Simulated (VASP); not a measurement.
Input:

```xyz
1
Lattice="3.2470 0.0000 0.0000 0.0000 3.2470 0.0000 0.0000 0.0000 3.2470" Properties=species:S:1:pos:R:3 pbc="T T T"
Pr     0.0000     0.0000     0.0000
```

Calculation: PBEsol GGA, VASP's PBE PAW potentials (set 64) (plane waves; VASP). Numerical set-up: 400 eV cut-off, 13×13×13 Γ-centred mesh, tetrahedra with Blöchl corrections, potentials Pr_3.

The 4f electrons are frozen in the core of the lanthanide potential, so 4f levels, which can set the real gap, and their magnetism are missing.

Predict the energy per atom (σ→0), band gap (on the k-mesh) with the smallest direct gap where there is one.

* **band gap (on the k-mesh)**: none (metal, semimetal or under 0.01 eV)
* **energy per atom (σ→0)**: -444.7 kJ/mol of atoms

The absolute energy has meaning only against runs of the same code, potentials and settings.

The structure was generated: Pr was put into the simple-cubic type (Pm-3m), which need not be its known phase. It was relaxed first, which changed the volume by -11 %.
